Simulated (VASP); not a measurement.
This VASP 6.6.1 run on SrMg6Ni needs a look.

run.py

```python
from ase.calculators.vasp import Vasp
from ase.dft.bandgap import bandgap
from ase.io import read

atoms = read('POSCAR')
atoms.set_initial_magnetic_moments([0.0, 1.0, 0.0, 0.0, 0.0, 0.0, 0.0, 0.0])
calc = Vasp(
    directory='calc',
    xc='rpbe',
    pp='PBE',
    setups='recommended',
    prec='Accurate',
    encut=520,
    ediff=1e-06,
    ismear=-1,
    sigma=0.02,
    lreal=False,
    lasph=True,
    nelm=93,
    algo='Damped',
    isif=2,
    lwave=False,
    lcharg=True,
    ispin=2,
    lorbit=11,
    lmaxmix=4,
    ldautype=2,
    ldauprint=1,
    ivdw=11,
    lelf=True,
    lvhar=True,
    time=8.0,
    ldau_luj={'Ni': {'L': 2, 'U': 7, 'J': 0}},
    kpts=[6, 5, 5],
    gamma=True,
)
atoms.calc = calc

print('energy (eV):', atoms.get_potential_energy())
print('free energy (eV):', atoms.get_potential_energy(force_consistent=True))
print('forces (eV/A):')
print(atoms.get_forces())
print('stress (eV/A^3, Voigt):', atoms.get_stress())
print('Fermi level (eV):', calc.get_fermi_level())
print('moment (muB):', atoms.get_magnetic_moment())
print('site moments (muB):', atoms.get_magnetic_moments())
gap, top, bottom = bandgap(calc)
print('band gap (eV):', gap, 'from (spin, k, band)', top, 'to', bottom)
```

POSCAR

```
SrMg6Ni
1.0
    4.4852480000      0.0000000000      0.0000000000
    0.0000000000      3.1281750000      7.1187980000
    0.0000000000     -3.1281750000      7.1187980000
Sr Ni Mg
1 1 6
Direct
    0.5000000000      0.7182430000      0.7182430000
    0.0000000000      0.8957990000      0.8957990000
    0.5000000000      0.1335570000      0.1335570000
    0.5000000000      0.1652130000      0.6793490000
    0.5000000000      0.6793490000      0.1652130000
    0.0000000000      0.3051920000      0.3051920000
    0.0000000000      0.3049440000      0.7977040000
    0.0000000000      0.7977040000      0.3049440000
```

Potentials or basis: VASP PAW PBE potentials, release 64 (Sr_sv, Ni, Mg).

Launch:

```sh
$ python run.py
```

Output:

```text

```

OUTCAR:

```text
ENCUT = 520.000000
   EDIFF = 1.00e-06
   GGA = RP
[... 276 lines left out ...]
  free energy    TOTEN  =      1370.10797889 eV

  energy without entropy =     1370.10797889  energy(sigma->0) =     1370.10797889
```

Task: What happened, and what is wrong with the input?

Result: The run was cut off at its time limit. The input holds a flaw that was put in on purpose: damping step far too long (ALGO = Damped; TIME = 8).
